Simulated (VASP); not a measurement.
Consider the following.

```xyz
3
Lattice="4.7690 0.0000 0.0000 -2.3845 4.1300 0.0000 0.0000 0.0000 3.6503" Properties=species:S:1:pos:R:3 pbc="T T T"
Pr     0.0000     0.0000     0.0000
Ag     0.0000     2.7534     1.8252
Ag     2.3845     1.3767     1.8252
```

The numbers are results of r2SCAN meta-GGA, VASP's PBE PAW potentials (set 64) (plane waves; VASP), not measurements. Settings: 400 eV cut-off, 8×8×9 Γ-centred mesh, tetrahedra with Blöchl corrections, potentials Pr_3 Ag.

The 4f electrons are frozen in the core of the lanthanide potential, so 4f levels, which can set the real gap, and their magnetism are missing.

Q: What does the run give for the energy per atom (σ→0), band gap (over mesh and band path) with the smallest direct gap where there is one?

A: 
The band gap (over mesh and band path) is none (metal, semimetal or under 0.01 eV) and the energy per atom (σ→0) is -24306 meV/atom.

The structure comes from a measured PrAg2 entry (P6/mmm) of the Crystallography Open Database, whose conditions weren't checked. It was relaxed first, which changed the volume by -47 %. The electron count is odd and the run is not spin-polarised, which forces a metal.
